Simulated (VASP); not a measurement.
The input files of a VASP run:

POSCAR:
```
As
1
    3.0166600000     0.0000000000     0.0000000000
   -1.5083300000     2.6125050000     0.0000000000
    0.0000000000     0.0000000000     4.8978310000
As
2
Direct
  0.3333330000   0.6666670000   0.2500000000
  0.6666670000   0.3333330000   0.7500000000
```

File KPOINTS:
```
Automatic mesh
0
Gamma
9 9 5
0 0 0
```

INCAR:
```
SYSTEM = As
PREC = Accurate
ENCUT = 400
EDIFF = 1E-6
NELM = 100
ALGO = Normal
LREAL = .FALSE.
LASPH = .TRUE.
ISMEAR = 0
SIGMA = 0.05
GGA = PS
LMAXMIX = 4
LWAVE = .FALSE.
LCHARG = .FALSE.
IBRION = 2
ISIF = 3
NSW = 60
EDIFFG = -0.01
```

POTCAR, in this order: As (PBE.64 set). Program: vasp_std.

Problem. Write an equivalent input for Ansatz.

Solution. One equivalent input (not run):
Ansatz 0.2 input:
```yaml
crystal:
  lattice:
    - [3.0166600, 0.0000000, 0.0000000]
    - [-1.5083300, 2.6125050, 0.0000000]
    - [0.0000000, 0.0000000, 4.8978310]
  atoms:
    - { symbol: As, position: [0.3333330, 0.6666670, 0.2500000] }
    - { symbol: As, position: [0.6666670, 0.3333330, 0.7500000] }
kpoints:
  mp_grid: { grid: [9, 9, 5] }
hamiltonian:
  xc: pbesol
  pseudopotentials: { kind: paw }
scf:
  occupations: { method: gaussian, width: 0.05 }
  max_iter: 100
relax:
  max_steps: 60
  f_tol: 0.01
  cell: {}
output: { forces: true, stress: true, eigenvalues: true }
```
Limits of the translation: each code has its own PAW files, so the cut-off isn't converted (ENCUT is set for VASP's; basis.ecutwfc is left out, and Ansatz then takes the one that its files recommend); Ansatz stops its SCF on the density residual and VASP on the energy change (EDIFF).

The structure was generated: As was put into the hcp type (P6_3/mmc), which need not be its known phase. This run relaxes it. Symmetry was kept, so distortions that lower it aren't found.
